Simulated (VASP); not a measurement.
Crystal: Ca.

```
Ca
1.0
     0.00000    2.80050    2.80050
     2.80050    0.00000    2.80050
     2.80050    2.80050    0.00000
Ca
1
Direct
  0.00000 0.00000 0.00000
```

* Program: VASP 6.6.1
* Task: relaxation of cell and atoms
* Functional: PBEsol
* Potentials or basis: VASP PAW PBE potentials, release 64 (Ca_sv)
* Cutoff: 480 eV
* k mesh: 14 × 14 × 14
* Occupations: gaussian, width 0.1 eV
* Spin: no spin polarisation

At the start: pressure -1.3 GPa; volume 43.93 Å³/atom.

How do energy, volume and symmetry change on relaxing?

Over 4 steps the energy falls by 13.8 meV/atom and the volume is 40.58 Å³/atom (-7.6 %); space group Fm-3m (No. 225, to 0.05 Å).

The path:
| step | energy change (eV) | largest force (eV/Å) | pressure (GPa) | volume (Å³) |
| --- | --- | --- | --- | --- |
| 1 | 0.0000 | 0.0000 | -1.25 | 43.93 |
| 2 | -0.0119 | 0.0000 | -0.50 | 41.78 |
| 3 | -0.0138 | 0.0000 | -0.04 | 40.67 |
| 4 | -0.0138 | 0.0000 | 0.00 | 40.58 |

Final structure:
```
CELL_PARAMETERS angstrom
0.00000 2.72754 2.72754
2.72754 0.00000 2.72754
2.72754 2.72754 0.00000
ATOMIC_POSITIONS crystal
Ca 0.00000 0.00000 0.00000
```

Caveat: the PAW data sets were made with another functional, which shifts forces and pressure a little.
